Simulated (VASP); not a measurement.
An input for Ansatz (written as the equivalent of a VASP run, and not itself run):

Ansatz 0.2 input:
```yaml
crystal:
  lattice:
    - [-1.6830000, 1.6830000, 1.6830000]
    - [1.6830000, -1.6830000, 1.6830000]
    - [1.6830000, 1.6830000, -1.6830000]
  atoms:
    - { symbol: Ta, position: [0.0000000, 0.0000000, 0.0000000] }
kpoints:
  mp_grid: { grid: [11, 11, 11] }
hamiltonian:
  xc: pbe
  pseudopotentials: { kind: paw }
scf:
  occupations: { method: methfessel_paxton, width: 0.1 }
  max_iter: 100
output: { forces: true, stress: true, eigenvalues: true }
```

Q: Translate this input to VASP (INCAR, KPOINTS, POSCAR, choice of POTCAR).

A: One answer among several that fit: 
POSCAR:
```
Ta
1
   -1.6830000000     1.6830000000     1.6830000000
    1.6830000000    -1.6830000000     1.6830000000
    1.6830000000     1.6830000000    -1.6830000000
Ta
1
Direct
  0.0000000000   0.0000000000   0.0000000000
```

INCAR:
```
EDIFF=1E-6
NELM=100   ! most electronic steps
SYSTEM=Ta
LWAVE=F
ALGO=Normal
LMAXMIX=6   ! l cut-off of mixed one-centre charges
ISMEAR=1   ! Methfessel-Paxton
PREC=Accurate
ISIF=2   ! forces and stress, cell fixed
LREAL=F
LCHARG=F
SIGMA=0.1   ! width (eV)
ENCUT=400   ! plane-wave cut-off (eV)
GGA=PE
LASPH=T   ! aspherical one-centre terms
```

**KPOINTS**
```
Regular mesh
0
Gamma
 11 11 11
0 0 0
```

POTCAR, in this order: Ta_pv (PBE.64 set). Program: vasp_std.

The two are equivalent in intent, not identical: each code has its own PAW files, so the cut-off isn't converted (ENCUT is set for VASP's; basis.ecutwfc is left out, and Ansatz then takes the one that its files recommend); Ansatz stops its SCF on the density residual and VASP on the energy change (EDIFF).

The compound is Ta in the bcc structure. The cell was not relaxed at this level.
